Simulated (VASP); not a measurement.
Consider the following.

```
CELL_PARAMETERS angstrom
      0.00000     2.04045     2.04045
      2.04045     0.00000     2.04045
      2.04045     2.04045     0.00000
ATOMIC_POSITIONS crystal
  Au 0.00000 0.00000 0.00000
```

All values below come from PBEsol GGA, VASP's PBE PAW potentials (set 64) (plane waves; VASP). Run with 400 eV cut-off, Gaussian smearing of 0.050 eV, potentials Au.

Unless said otherwise, spin-orbit coupling is left out, though it shifts the bands of the heavy elements here.

Predict the band gap (along the path) with the smallest direct gap where there is one.

The band gap (along the path) is none (metal, semimetal or under 0.01 eV).

The absolute energy has meaning only against runs of the same code, potentials and settings.

The compound is Au in the fcc structure. It was relaxed first.
